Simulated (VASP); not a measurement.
Input:

```yaml
crystal:
  lattice:
    - [5.83877, 0.00000, 0.00000]
    - [0.00000, 5.83877, 0.00000]
    - [0.00000, 0.00000, 5.83877]
  atoms:
    - { symbol: Zn, position: [0.00000, 0.50000, 0.50000] }
    - { symbol: Zn, position: [0.00000, 0.50000, 0.00000] }
    - { symbol: Zn, position: [0.50000, 0.00000, 0.50000] }
    - { symbol: Zn, position: [0.00000, 0.00000, 0.50000] }
    - { symbol: Zn, position: [0.50000, 0.50000, 0.00000] }
    - { symbol: Zn, position: [0.50000, 0.00000, 0.00000] }
    - { symbol: As, position: [0.25000, 0.25000, 0.25000] }
    - { symbol: As, position: [0.25000, 0.75000, 0.75000] }
    - { symbol: As, position: [0.75000, 0.75000, 0.25000] }
    - { symbol: As, position: [0.75000, 0.25000, 0.75000] }
```

All values below come from PBEsol GGA, VASP's PBE PAW potentials (set 64) (plane waves; VASP). Run with 400 eV cut-off, 6×6×6 Γ-centred mesh, tetrahedra with Blöchl corrections, potentials Zn As.

Question: What does the run give for the energy per atom (σ→0), band gap (on the k-mesh) with the smallest direct gap where there is one?

Answer: 
```json
{
  "band gap (on the k-mesh)": "none (metal, semimetal or under 0.01 eV)",
  "energy per atom (σ→0)": "-2.931 eV/atom"
}
```

The structure comes from a computed database's Zn3As2 entry (Pn-3m); how it stands against other phases isn't given here. It was relaxed first, which changed the volume by -6 %.
